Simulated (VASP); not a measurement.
A run of VASP 6.6.1:

Contents of INCAR:

```
PREC = Accurate
ENCUT = 520
EDIFF = 1E-6
ISMEAR = -1
SIGMA = 0.05
LREAL = F
LASPH = T
NELM = 100
ALGO = Fast
ISIF = 2
LWAVE = F
LCHARG = F
LMAXMIX = 4
GGA = PE
```

KPOINTS

```
Automatic mesh
0
Gamma
  7 7 7
```

The input POSCAR:

```
MoI
1.0
    0.0000000000      3.1788513800      3.1788513800
    3.1788513800      0.0000000000      3.1788513800
    3.1788513800      3.1788513800      0.0000000000
Mo I
1 1
Direct
    0.0000000000      0.0000000000      0.0000000000
    0.7500000000      0.7500000000      0.7500000000
```

File KPOINTS_OPT:

```
path GXWKGLUWLK,UX
20
line-mode
reciprocal
 0.0000000000  0.0000000000  0.0000000000  G
 0.5000000000  0.0000000000  0.5000000000  X

 0.5000000000  0.0000000000  0.5000000000  X
 0.5000000000  0.2500000000  0.7500000000  W

 0.5000000000  0.2500000000  0.7500000000  W
 0.3750000000  0.3750000000  0.7500000000  K

 0.3750000000  0.3750000000  0.7500000000  K
 0.0000000000  0.0000000000  0.0000000000  G

 0.0000000000  0.0000000000  0.0000000000  G
 0.5000000000  0.5000000000  0.5000000000  L

 0.5000000000  0.5000000000  0.5000000000  L
 0.6250000000  0.2500000000  0.6250000000  U

 0.6250000000  0.2500000000  0.6250000000  U
 0.5000000000  0.2500000000  0.7500000000  W

 0.5000000000  0.2500000000  0.7500000000  W
 0.5000000000  0.5000000000  0.5000000000  L

 0.5000000000  0.5000000000  0.5000000000  L
 0.3750000000  0.3750000000  0.7500000000  K

 0.6250000000  0.2500000000  0.6250000000  U
 0.5000000000  0.0000000000  0.5000000000  X
```

Potentials or basis: VASP PAW PBE potentials, release 64 (Mo_sv, I).

Run with:

```console
$ cat potpaw_PBE.64/Mo_sv/POTCAR potpaw_PBE.64/I/POTCAR > POTCAR
$ mpirun -np 1 vasp_std > vasp.out
```

Hardware: 1 thread of AMD EPYC 9R45 96-Core Processor (Zen 5) (shared host).

Q: How long does it take, and how much memory?

A: It took 77 s on 1 thread of AMD EPYC 9R45 96-Core Processor (Zen 5) (shared host), peak memory 0.19 GiB. Counts: scf iterations 89, k points 20.
